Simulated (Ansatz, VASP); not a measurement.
## HfO2: VASP beside Ansatz

Aim: how closely do two programs agree when they are given the same cell, functional and k mesh? The cell is taken from a series of runs on this material, whose earlier steps may have relaxed, scaled, displaced or heated it; both programs get it as it stands.

Main program and level: Ansatz 0.2.0; plane waves, with VASP 6.6.1 beside it; zone-centre phonons at LDA.

### Step 1. Set-up

Symmetry: P2_1/c, No. 14, monoclinic system. The conventional cell has a = 5.149 Å, b = 5.243 Å, c = 5.136 Å, α = 90.00°, β = 100.27°, γ = 90.00°. O has 4 Hf at 2.14 to 2.24 Å nearest. Nearest to O lie 3 Hf at 2.05 to 2.11 Å. Nearest to Hf lie 7 O at 2.05 to 2.24 Å. Farther neighbours and most contacts between anions are not listed.

Coordinates:

```cif
data_structure
_symmetry_space_group_name_H-M 'P2_1/c'
_symmetry_Int_Tables_number 14
_cell_length_a 5.1488
_cell_length_b 5.2434
_cell_length_c 5.1359
_cell_angle_alpha 90.000
_cell_angle_beta 100.268
_cell_angle_gamma 90.000
_cell_volume 136.43
loop_
_atom_site_label
_atom_site_type_symbol
_atom_site_symmetry_multiplicity
_atom_site_Wyckoff_symbol
_atom_site_fract_x
_atom_site_fract_y
_atom_site_fract_z
_atom_site_occupancy
O1 O 4 e 0.45092 0.75812 0.48217 1
O2 O 4 e 0.07235 0.34453 0.33193 1
Hf1 Hf 4 e 0.27612 0.04303 0.20771 1
```

### Step 2. VASP: zone-centre phonons, LDA

Second derivatives magnify differences that forces hide, and they need a tight electronic threshold.

Lines of VASP's logs that name or quote its potential files are left out, and so is its time.

INCAR reads:

```
SYSTEM = HfO2
PREC = Accurate
ENCUT = 600
EDIFF = 1E-08
NELM = 120
ISMEAR = 0
SIGMA = 0.01
LREAL = .FALSE.
ALGO = Normal
GGA = CA
NBANDS = 56
LASPH = .TRUE.
LORBIT = 11
LWAVE = .FALSE.
LCHARG = .FALSE.
ISIF = 2
IBRION = 8
LEPSILON = .TRUE.
GGA_COMPAT = .FALSE.
EFERMI = MIDGAP
KPAR = 2
```

POSCAR reads:

```
HfO2
1.0
    5.1486884000      0.0000000000     -0.0257452106
    0.0000000000      5.2434443621      0.0000000000
   -0.8902449757      0.0000000000      5.0581544497
O Hf
8 4
Direct
    0.4509217965      0.7581210372      0.4821679635
    0.5490782035      0.2581210372      0.0178320365
    0.5490782035      0.2418789628      0.5178320365
    0.4509217965      0.7418789628      0.9821679635
    0.0723465822      0.3445260882      0.3319325765
    0.9276534178      0.8445260882      0.1680674235
    0.9276534178      0.6554739118      0.6680674235
    0.0723465822      0.1554739118      0.8319325765
    0.2761178622      0.0430308377      0.2077123569
    0.7238821378      0.5430308377      0.2922876431
    0.7238821378      0.9569691623      0.7922876431
    0.2761178622      0.4569691623      0.7077123569
```

KPOINTS reads:

```
Automatic mesh
0
Gamma
4 4 4
0 0 0
```

The projector-augmented-wave data sets are O and Hf_pv (LDA family, release 64).

On the command line:

```
$ mpirun -np 2 vasp_std
```

Numbers of over 12 decimals in the logs are rounded to 6 here.

Output:

```text
[banner, memory and clock lines left out]
running    2 mpi-ranks, on    1 nodes
 distrk:  each k-point on    1 cores,    2 groups
 distr:  one band on    1 cores,    1 groups

 POSCAR found type information on POSCAR O Hf
 POSCAR found :  2 types and      12 ions
 LDA part: xc-table for (Slater(with rela. corr.)+CA(PZ))
 , standard interpolation
 POSCAR, INCAR and KPOINTS ok, starting setup
 FFT: planning ... GRIDC
 FFT: planning ... GRID_SOFT
 FFT: planning ... GRID
 WAVECAR not read
 entering main loop
       N       E                     dE             d eps       ncg     rms          rms(c)
DAV:   1     0.592623301061E+03    0.59262E+03   -0.54661E+04  3360   0.176E+03
DAV:   2    -0.117069392586E+03   -0.70969E+03   -0.68980E+03  4240   0.429E+02
DAV:   3    -0.153462285670E+03   -0.36393E+02   -0.36247E+02  3952   0.872E+01
DAV:   4    -0.153941279452E+03   -0.47899E+00   -0.47807E+00  4224   0.109E+01
DAV:   5    -0.153948522975E+03   -0.72435E-02   -0.72404E-02  4016   0.126E+00    0.113E+02
DAV:   6    -0.133542370209E+03    0.20406E+02   -0.10855E+02  3736   0.412E+01    0.946E+01
DAV:   7    -0.132954430226E+03    0.58794E+00   -0.60740E+00  4088   0.119E+01    0.532E+01
DAV:   8    -0.132837642997E+03    0.11679E+00   -0.46967E-01  3888   0.368E+00    0.102E+01
DAV:   9    -0.132801564954E+03    0.36078E-01   -0.15299E-01  3824   0.201E+00    0.436E+00
DAV:  10    -0.132798975306E+03    0.25896E-02   -0.12403E-02  4192   0.535E-01    0.720E-01
DAV:  11    -0.132798999984E+03   -0.24679E-04   -0.15160E-03  4040   0.210E-01    0.360E-01
DAV:  12    -0.132799015917E+03   -0.15932E-04   -0.42363E-04  3936   0.985E-02    0.184E-01
DAV:  13    -0.132799000275E+03    0.15641E-04   -0.10922E-04  3848   0.446E-02    0.311E-02
DAV:  14    -0.132798999797E+03    0.47813E-06   -0.10301E-05  4264   0.166E-02    0.337E-02
DAV:  15    -0.132798999899E+03   -0.10224E-06   -0.16661E-06  3928   0.580E-03    0.949E-03
DAV:  16    -0.132798999893E+03    0.64720E-08   -0.74030E-08  3904   0.125E-03
   1 F= -.13279900E+03 E0= -.13279900E+03  d E =0.000000E+00
 Linear response reoptimize wavefunctions to high precision
DAV:   1    -0.132798999887E+03    0.62983E-08   -0.65972E-08  3480   0.122E-03
DAV:   2    -0.132798999887E+03   -0.59754E-09   -0.56184E-09  2400   0.382E-04
DAV:   3    -0.132798999887E+03   -0.88221E-10   -0.47099E-10  2400   0.109E-04
 Linear response G [H, r] |phi>, progress :
  Direction:   1
       N       E                     dE             d eps       ncg     rms
RMM:   1    -0.367751889401E+03   -0.36775E+03    0.29313E+03  4828   0.234E+02
RMM:   2    -0.354252176036E+03    0.13500E+02   -0.15229E+02  5416   0.420E+01
RMM:   3    -0.355915454584E+03   -0.16633E+01   -0.11004E+01  6541   0.773E+00
RMM:   4    -0.355983768177E+03   -0.68314E-01   -0.79637E-01  7130   0.172E+00
RMM:   5    -0.355981767104E+03    0.20011E-02   -0.42119E-02  6633   0.406E-01
RMM:   6    -0.355982172290E+03   -0.40519E-03   -0.27887E-03  7008   0.113E-01
RMM:   7    -0.355982137089E+03    0.35201E-04    0.26259E-03  6939   0.350E-02
RMM:   8    -0.355982141348E+03   -0.42585E-05    0.31650E-03  6937   0.160E-02
RMM:   9    -0.355982113179E+03    0.28169E-04    0.30219E-03  6845   0.124E-02
RMM:  10    -0.355982105954E+03    0.72252E-05    0.43121E-03  6773   0.117E-02
RMM:  11    -0.355982126423E+03   -0.20469E-04    0.33901E-03  6754   0.115E-02
RMM:  12    -0.355982146070E+03   -0.19647E-04    0.27829E-03  6660   0.114E-02
 Linear response G [H, r] |phi>, progress :
  Direction:   2
       N       E                     dE             d eps       ncg     rms
RMM:   1    -0.364485386697E+03   -0.36449E+03    0.29795E+03  4823   0.234E+02
RMM:   2    -0.354120041835E+03    0.10365E+02   -0.15698E+02  5387   0.419E+01
RMM:   3    -0.355960623520E+03   -0.18406E+01   -0.11442E+01  6516   0.780E+00
RMM:   4    -0.356040573025E+03   -0.79950E-01   -0.86578E-01  7149   0.175E+00
RMM:   5    -0.356037867552E+03    0.27055E-02   -0.45459E-02  6689   0.409E-01
RMM:   6    -0.356038234354E+03   -0.36680E-03   -0.42349E-03  7030   0.112E-01
RMM:   7    -0.356038390409E+03   -0.15605E-03   -0.67861E-04  6894   0.359E-02
RMM:   8    -0.356038156418E+03    0.23399E-03    0.45737E-04  6967   0.165E-02
RMM:   9    -0.356038231405E+03   -0.74987E-04    0.14957E-03  6798   0.131E-02
RMM:  10    -0.356038227320E+03    0.40844E-05    0.10575E-03  6756   0.124E-02
RMM:  11    -0.356038235972E+03   -0.86515E-05    0.68660E-04  6741   0.122E-02
RMM:  12    -0.356038213378E+03    0.22594E-04    0.32740E-04  6629   0.121E-02
 Linear response G [H, r] |phi>, progress :
  Direction:   3
       N       E                     dE             d eps       ncg     rms
RMM:   1    -0.365995971075E+03   -0.36600E+03    0.28251E+03  4758   0.232E+02
RMM:   2    -0.354670078703E+03    0.11326E+02   -0.15856E+02  5402   0.414E+01
RMM:   3    -0.356797481182E+03   -0.21274E+01   -0.13193E+01  6562   0.779E+00
[...]
Degree of freedom:   6/  9
       N       E                     dE             d eps       ncg     rms          rms(c)
RMM:   1    -0.369664267928E+00   -0.36966E+00    0.26971E-01  9110   0.218E+00
RMM:   2    -0.364071715158E+00    0.55926E-02   -0.12056E-02  6371   0.371E-01    0.940E-01
RMM:   3    -0.365135913403E+00   -0.10642E-02   -0.17445E-03  6947   0.131E-01    0.495E-01
[...]
RMM:   9    -0.237189704772E+00   -0.21469E-05   -0.31208E-06  7460   0.131E-03    0.182E-03
RMM:  10    -0.237189851896E+00   -0.14712E-06   -0.36016E-06  8931   0.482E-04    0.250E-04
RMM:  11    -0.237189807081E+00    0.44815E-07   -0.90536E-07  8970   0.280E-04    0.158E-04
RMM:  12    -0.237189745791E+00    0.61290E-07   -0.40104E-07  8981   0.234E-04    0.466E-05
RMM:  13    -0.237189739157E+00    0.66339E-08   -0.22375E-07  9187   0.217E-04    0.230E-05
RMM:  14    -0.237189752970E+00   -0.13813E-07   -0.56307E-07  8847   0.211E-04    0.753E-06
[...]
RMM:  18    -0.237189729910E+00    0.77356E-08   -0.10503E-07  9025   0.205E-04    0.647E-07
RMM:  19    -0.237189740414E+00   -0.10504E-07   -0.36014E-07  9101   0.205E-04    0.982E-07
RMM:  20    -0.237189737992E+00    0.24218E-08   -0.17238E-07  9090   0.205E-04    0.576E-07
RMM:  21    -0.237189752041E+00   -0.14049E-07   -0.49213E-07  9214   0.205E-04    0.480E-07
RMM:  22    -0.237189740632E+00    0.11409E-07   -0.18717E-07  9283   0.205E-04    0.408E-07
RMM:  23    -0.237189750303E+00   -0.96708E-08   -0.50902E-07  9392   0.205E-04    0.531E-07
RMM:  24    -0.237189749933E+00    0.36992E-09   -0.24900E-07  9447   0.205E-04    0.421E-07
RMM:  25    -0.237189748591E+00    0.13424E-08   -0.49646E-07  9528   0.205E-04    0.475E-07
 first order change of Fermi-energy   0.42581E+00
 force on displaced ion       9 direction 1 : -19.759  -0.760  -1.256
 Born effective charge ion    9 direction 1 :   5.345  -0.116   0.315
 Linear response progress:
  Degree of freedom:   8/  9
       N       E                     dE             d eps       ncg     rms          rms(c)
RMM:   1    -0.247921148065E+00   -0.24792E+00    0.24906E+00  4796   0.618E+00
RMM:   2    -0.238845866433E+00    0.90753E-02   -0.41201E-02  6057   0.802E-01    0.941E-01
RMM:   3    -0.238012638291E+00    0.83323E-03   -0.21057E-03  7388   0.140E-01    0.561E-01
RMM:   4    -0.237177243667E+00    0.83539E-03   -0.63200E-04  7787   0.898E-02    0.201E-01
RMM:   5    -0.236954341342E+00    0.22290E-03   -0.14621E-04  9021   0.305E-02    0.433E-02
RMM:   6    -0.236989952976E+00   -0.35612E-04    0.48173E-06  7475   0.120E-02    0.320E-02
RMM:   7    -0.237002611192E+00   -0.12658E-04    0.85855E-06  8746   0.379E-03    0.283E-02
RMM:   8    -0.237005525828E+00   -0.29146E-05    0.83782E-06  8265   0.233E-03    0.333E-03
RMM:   9    -0.237008955693E+00   -0.34299E-05    0.59947E-06  7384   0.140E-03    0.144E-03
RMM:  10    -0.237009175801E+00   -0.22011E-06    0.59194E-06  8935   0.515E-04    0.230E-04
RMM:  11    -0.237009113546E+00    0.62254E-07    0.65854E-06  8441   0.285E-04    0.159E-04
RMM:  12    -0.237008975772E+00    0.13777E-06    0.83290E-06  8951   0.231E-04    0.124E-04
RMM:  13    -0.237009274762E+00   -0.29899E-06    0.51056E-06  9074   0.208E-04    0.220E-05
RMM:  14    -0.237009069908E+00    0.20485E-06    0.71326E-06  9167   0.200E-04    0.136E-05
RMM:  15    -0.237009370645E+00   -0.30074E-06    0.40326E-06  9176   0.197E-04    0.336E-06
RMM:  16    -0.237009529045E+00   -0.15840E-06    0.23404E-06  9359   0.196E-04    0.406E-06
RMM:  17    -0.237009523838E+00    0.52061E-08    0.23589E-06  9259   0.196E-04    0.248E-06
RMM:  18    -0.237009559067E+00   -0.35229E-07    0.19949E-06  9300   0.196E-04    0.868E-07
RMM:  19    -0.237009578894E+00   -0.19827E-07    0.19747E-06  9306   0.195E-04    0.811E-07
RMM:  20    -0.237009608040E+00   -0.29146E-07    0.14563E-06  9326   0.195E-04    0.680E-07
RMM:  21    -0.237009601109E+00    0.69314E-08    0.17367E-06  9339   0.195E-04    0.663E-07
RMM:  22    -0.237009633297E+00   -0.32189E-07    0.12544E-06  9438   0.195E-04    0.647E-07
RMM:  23    -0.237009587710E+00    0.45587E-07    0.18655E-06  9512   0.195E-04    0.574E-07
 first order change of Fermi-energy  -0.23069E+00
 force on displaced ion       9 direction 2 :  -0.762 -20.830   0.855
 Born effective charge ion    9 direction 2 :  -0.401   5.303   0.341
 Linear response progress:
  Degree of freedom:   9/  9
       N       E                     dE             d eps       ncg     rms          rms(c)
RMM:   1    -0.248363137437E+00   -0.24836E+00    0.24283E+00  4815   0.612E+00
RMM:   2    -0.238438875798E+00    0.99243E-02   -0.41614E-02  6050   0.802E-01    0.963E-01
RMM:   3    -0.237811328003E+00    0.62755E-03   -0.19150E-03  7276   0.133E-01    0.570E-01
RMM:   4    -0.237076557219E+00    0.73477E-03   -0.72993E-04  8143   0.749E-02    0.190E-01
RMM:   5    -0.236871706295E+00    0.20485E-03   -0.22266E-04  9047   0.239E-02    0.385E-02
RMM:   6    -0.236887169853E+00   -0.15464E-04    0.11232E-05  7677   0.964E-03    0.294E-02
RMM:   7    -0.236897689326E+00   -0.10519E-04   -0.22376E-06  8866   0.321E-03    0.242E-02
RMM:   8    -0.236896366909E+00    0.13224E-05    0.63061E-06  8556   0.160E-03    0.495E-03
RMM:   9    -0.236899867079E+00   -0.35002E-05   -0.11655E-05  7896   0.822E-04    0.298E-04
RMM:  10    -0.236899642558E+00    0.22452E-06   -0.80413E-06  9186   0.398E-04    0.443E-04
RMM:  11    -0.236899318427E+00    0.32413E-06   -0.17474E-06  9220   0.288E-04    0.248E-04
RMM:  12    -0.236899358034E+00   -0.39607E-07   -0.18799E-06  9307   0.251E-04    0.142E-04
RMM:  13    -0.236899418340E+00   -0.60306E-07   -0.13242E-06  9127   0.237E-04    0.102E-05
RMM:  14    -0.236899344891E+00    0.73449E-07   -0.80503E-07  9300   0.230E-04    0.501E-06
RMM:  15    -0.236899543190E+00   -0.19830E-06   -0.22160E-06  9471   0.227E-04    0.970E-06
RMM:  16    -0.236899333556E+00    0.20963E-06    0.54554E-08  9467   0.226E-04    0.173E-06
RMM:  17    -0.236899577594E+00   -0.24404E-06   -0.24275E-06  9384   0.225E-04    0.118E-06
RMM:  18    -0.236899333368E+00    0.24423E-06    0.29409E-07  9333   0.225E-04    0.198E-06
RMM:  19    -0.236899538354E+00   -0.20499E-06   -0.20611E-06  9315   0.225E-04    0.101E-06
RMM:  20    -0.236899375485E+00    0.16287E-06   -0.14472E-07  9387   0.225E-04    0.123E-06
RMM:  21    -0.236899517232E+00   -0.14175E-06   -0.17678E-06  9434   0.225E-04    0.102E-06
RMM:  22    -0.236899378769E+00    0.13846E-06   -0.10485E-07  9498   0.225E-04    0.985E-07
RMM:  23    -0.236899512391E+00   -0.13362E-06   -0.15854E-06  9575   0.225E-04    0.112E-06
 first order change of Fermi-energy   0.30032E+00
 force on displaced ion       9 direction 3 :  -1.251   0.851 -21.398
 Born effective charge ion    9 direction 3 :   0.313   0.125   4.723
 Born effective charges drift removed
 Linear response finished
```

(Part 1 of 3 ends here.)

[Lines on the potential files, build, host, timing and source positions are cut from VASP's logs without a mark.]

[Logs are printed without paths, hosts, clocks, repeated set-up lines and the standing remarks that a program may print on its own settings, such as how far it seeks lower states.]

[Hosts, paths, dates, database ids (printed as entryN), source tags and the programs' standing remarks are cut or masked in the printed files.]
